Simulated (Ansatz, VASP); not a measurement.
# Hf (Hafnium): VASP beside Ansatz, part 2 of 2

Wanted: the spread between two codes on one cell, functional and k mesh. The structure shown is the end of the Ansatz relaxation below.

VASP 6.6.1 and Ansatz 0.2.0.

So far. Step 3 (VASP: single point, LDA, pair 1): The run ends at a pressure of 0.55 GPa.

## (6) VASP: single point, LDA, pair 2

Level of this step: LDA; plane waves and PAW (Hf_pv) (VASP).

The same cell, functional (in two slightly different forms), mesh and smearing now go to VASP, with its own data sets.

The input, INCAR:

```
SYSTEM = Hf
PREC = Accurate
ENCUT = 500
EDIFF = 1E-06
NELM = 120
ISMEAR = 1
SIGMA = 0.2
LREAL = .FALSE.
ALGO = Normal
GGA = PW92
NBANDS = 16
LASPH = .TRUE.
LORBIT = 11
LWAVE = .FALSE.
LCHARG = .FALSE.
ISIF = 2
GGA_COMPAT = .FALSE.
KPAR = 2
```

The input, POSCAR:

```
Hf
1.0
    3.1114462224      0.0000000000      0.0000000000
   -1.5557231112      2.6945914711      0.0000000000
    0.0000000000      0.0000000000      4.9888248638
Hf
2
Direct
    0.3333333373      0.6666666707      0.2500000000
    0.6666666707      0.3333333373      0.7500000000
```

The input, KPOINTS:

```
Automatic mesh
0
Gamma
15 15 8
0 0 0
```

The projector-augmented-wave data sets are Hf_pv (LDA family, release 64).

The run is started by

```
$ mpirun -np 2 vasp_std
```

Numbers of over 12 decimals in the logs are rounded to 6 here.

The program printed:

```text
[banner, memory and clock lines left out]
running    2 mpi-ranks, on    1 nodes
[...]
[... a notice as in an earlier step ...]

 LDA part: xc-table for (Slater(with rela. corr.)+PW92), standard interpolation
 POSCAR, INCAR and KPOINTS ok, starting setup
[...]
entering main loop
       N       E                     dE             d eps       ncg     rms          rms(c)
DAV:   1     0.454588868418E+02    0.45459E+02   -0.11383E+04  4352   0.116E+03
DAV:   2    -0.205799101998E+02   -0.66039E+02   -0.64446E+02  5752   0.248E+02
DAV:   3    -0.220571310686E+02   -0.14772E+01   -0.14703E+01  5712   0.259E+01
DAV:   4    -0.220674079759E+02   -0.10277E-01   -0.10276E-01  5344   0.262E+00
[...]
DAV:  10    -0.213662947790E+02    0.36421E-05   -0.41452E-05  5128   0.468E-02    0.187E-01
DAV:  11    -0.213662921400E+02    0.26390E-05   -0.38770E-06  5280   0.129E-02    0.131E-02
DAV:  12    -0.213662920897E+02    0.50230E-07   -0.34771E-07  2960   0.432E-03
   1 F= -.21366292E+02 E0= -.21367093E+02  d E =0.240366E-02
```

Parts of OUTCAR (step 6):

```text
  Total       -0.0074719     -0.0074719     -0.4390405      0.0000000      0.0000000     -0.0000000
  in kB       -0.2862115     -0.2862115    -16.8175084      0.0000000      0.0000000     -0.0000000
  external PRESSURE =      -5.7966438 kB  Pullay stress =       0.0000000 kB

 POSITION                                       TOTAL-FORCE (eV/Angst)
 -----------------------------------------------------------------------------------
      0.00000      1.79639      1.24721         0.000000     -0.000000      0.000000
      1.55572      0.89820      3.74162        -0.000000      0.000000      0.000000
 -----------------------------------------------------------------------------------
    total drift:                               -0.000002     -0.000003      0.000000

  FREE ENERGIE OF THE ION-ELECTRON SYSTEM (eV)
  ---------------------------------------------------
  free  energy   TOTEN  =       -21.3662920897 eV

  energy  without entropy=      -21.3686957458  energy(sigma->0) =      -21.36709331

[... 1 part as in an earlier step ...]

[... 2 further parts left out ...]
[key lines of the parts left out:]
E-fermi :   5.2938
```

The run ends at a pressure of -0.58 GPa.

## (7) Comparison

What differs besides the data sets and the points named for the pairs above, as far as they apply: the data sets hold 52 valence electrons in Ansatz (on its PAW soft_1 files) and 20 in VASP. Total energies have different zeros and are not compared.

The two programs side by side:

```
      quantity  Ansatz   VASP  difference
pressure (GPa)   -0.55  -0.58       +0.03
```

## (8) Ansatz: relaxation, LDA

This run makes the geometry at which the two programs are then compared. The cell compared in this pair holds 41.99 Å³, against 41.83 Å³ for the pair before.

The structure compared here is the end of the Ansatz relaxation.

The input, input.yaml:

```yaml
crystal:
  lattice:
    - [3.1114462224, 0.0, 0.0]
    - [-1.5557231112, 2.6945914711, 0.0]
    - [0.0, 0.0, 5.0382191694]
  atoms:
    - { symbol: Hf, position: [0.333333332, 0.666666668, 0.25] }
    - { symbol: Hf, position: [0.666666668, 0.333333332, 0.75] }
kpoints:
  mp_grid: { grid: [15, 15, 8] }
hamiltonian:
  xc: lda
  pseudopotentials: { kind: paw, azcp: { folder: soft_1 }, xc_functional: pbe }
scf:
  occupations: { method: methfessel_paxton, width: 0.2 }
output:
  forces: true
  stress: true
  eigenvalues: true
relax:
  adjacent_minimum: "off"
  f_tol: 0.001
  max_steps: 60
  cell: { stress_tol: 0.01, fix: [c, angles] }
```

The run is started by

```
$ ansatz run input.yaml --threads 4 --pin off --max-ram 10240MiB --backend cpu --events-out ev --progress --plain --runs-dir out
```

The program printed:

```text
[...]
Crystal: 2 atoms, lattice volume = 42.241 Å³
Basis set: ecut = 420 eV, 833 PW (Γ)
Bands: 32, of which v1, the nominal top of the filled ones, is band 26 counted from 1 (25 counted from 0)
Symmetry: 8 space group operations
k-points: 320 of 1800
[...]
k-point 319: bands = [... 22 lower, 15.5026, 15.5026, 17.9275, 17.9275, 20.5932, 20.5932, 21.9638, 21.9638, ... 2 higher]
--- Relaxed structure (3 steps of the walk, 2 accepted, 1 SCFs on fresh bases) ---
[...]
cell:  # Å, volume = 41.9923 Å³
    - [3.102278, 1.6816578305349564e-19, 0]
    - [-1.551139, 2.686652, 0]
    - [0, 0, 5.0382191694]
  atoms:
    - { symbol: Hf, position: [0.333333, 0.666667, 0.25] }
    - { symbol: Hf, position: [0.666667, 0.333333, 0.75] }
[key lines of the parts left out:]
SCF converged after 6 iterations
Free energy (F): -30954.976818 eV
Fermi energy:    19.132143 eV
P = ⅓ Tr σ = -1.0549 GPa (-10.549 kbar)
```

## (9) VASP: single point, LDA, pair 3

The same cell, functional (in two slightly different forms), mesh and smearing now go to VASP, with its own data sets.

INCAR is that of step 6.

The input, POSCAR:

```
Hf
1.0
    3.1022784384      0.0000000000      0.0000000000
   -1.5511392192      2.6866519373      0.0000000000
    0.0000000000      0.0000000000      5.0382191694
Hf
2
Direct
    0.3333333358      0.6666666692      0.2500000000
    0.6666666692      0.3333333358      0.7500000000
```

KPOINTS is that of step 6.

The run is started by

```
$ mpirun -np 2 vasp_std
```

The program printed:

```text
[... set-up lines as in an earlier step ...]
 entering main loop
       N       E                     dE             d eps       ncg     rms          rms(c)
DAV:   1     0.450215274977E+02    0.45022E+02   -0.11311E+04  4336   0.116E+03
DAV:   2    -0.205551144231E+02   -0.65577E+02   -0.64115E+02  5752   0.248E+02
DAV:   3    -0.220525539256E+02   -0.14974E+01   -0.14920E+01  5688   0.259E+01
DAV:   4    -0.220629482237E+02   -0.10394E-01   -0.10393E-01  5304   0.263E+00
[...]
DAV:  10    -0.213600717831E+02    0.38120E-05   -0.39206E-05  4976   0.457E-02    0.179E-01
DAV:  11    -0.213600694392E+02    0.23439E-05   -0.35785E-06  5432   0.123E-02    0.131E-02
DAV:  12    -0.213600693844E+02    0.54755E-07   -0.31412E-07  2848   0.410E-03
   1 F= -.21360069E+02 E0= -.21360696E+02  d E =0.187854E-02
```

OUTCAR, selected parts (step 9):

```text
  Total       -0.0087569     -0.0087569     -0.8380480     -0.0000000      0.0000000      0.0000000
  in kB       -0.3341105     -0.3341105    -31.9749766     -0.0000000      0.0000000      0.0000000
  external PRESSURE =     -10.8810659 kB  Pullay stress =       0.0000000 kB

 POSITION                                       TOTAL-FORCE (eV/Angst)
 -----------------------------------------------------------------------------------
      0.00000      1.79110      1.25955        -0.000000      0.000000      0.000000
      1.55114      0.89555      3.77866         0.000000     -0.000000      0.000000
 -----------------------------------------------------------------------------------
    total drift:                               -0.000001     -0.000002      0.000000

  FREE ENERGIE OF THE ION-ELECTRON SYSTEM (eV)
  ---------------------------------------------------
  free  energy   TOTEN  =       -21.3600693844 eV

  energy  without entropy=      -21.3619479202  energy(sigma->0) =      -21.36069556

[... 1 part as in an earlier step ...]

[... 2 further parts left out ...]
[key lines of the parts left out:]
E-fermi :   5.2571
```

The run ends at a pressure of -1.09 GPa.

## (10) Differences

What differs besides the data sets and the points named for the pairs above, as far as they apply: the data sets hold 52 valence electrons in Ansatz (on its PAW soft_1 files) and 20 in VASP. Total energies have different zeros and are not compared.

Compared:

```
      quantity  Ansatz   VASP  difference
pressure (GPa)   -1.05  -1.09       +0.03
```

## (11) What came out

| Property | Result |
| --- | --- |
| difference in pressure (single point, LDA, pair 1) | 0.023 GPa |
| difference in pressure (single point, LDA, pair 2) | 0.031 GPa |
| difference in pressure (single point, LDA, pair 3) | 0.033 GPa |

In words: The difference in pressure is 0.033 GPa (single point, LDA, pair 3), within the 1 GPa picked in this series as the mark of a large difference. The data sets hold unlike numbers of valence electrons (52 in Ansatz and 20 in VASP), so part of the differences comes from the potentials. 3 further runs of this series are not shown here. How closely two codes agree says nothing of how well the functional describes the real material.

[Lines on the potential files, build, host, timing and source positions are cut from VASP's logs without a mark.]

[Logs are printed without paths, hosts, clocks, repeated set-up lines and the standing remarks that a program may print on its own settings, such as how far it seeks lower states.]

[Hosts, paths, dates, database ids (printed as entryN), source tags and the programs' standing remarks are cut or masked in the printed files.]
